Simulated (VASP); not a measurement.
YSb (relaxed from the CsCl type structure, space group Pm-3m): computed properties

Computed with PBEsol GGA, VASP's PBE PAW potentials (set 64) (plane waves; VASP).

For YSb, the space group is Pm-3m (221) and the cell is a = b = c = 3.7455 Å, α = β = γ = 90.00°. The volume per atom is 26.27 Å³/atom and the band gap (over mesh and band path) comes out as none (metal, semimetal or under 0.01 eV). The density comes out as 6.66 g/cm³.

```
YSb
1.0
    3.74554     0.00000     0.00000
    0.00000     3.74554     0.00000
    0.00000     0.00000     3.74554
Y Sb
1 1
Direct
  0.00000   0.00000   0.00000
  0.50000   0.50000   0.50000
```

Unless said otherwise, spin-orbit coupling is left out, though it shifts the bands of the heavy elements here.

The structure was generated: YSb was put into the CsCl type type (Pm-3m), which need not be its known phase. It was relaxed first, which changed the volume by -33 %. Symmetry was kept, so distortions that lower it aren't found.
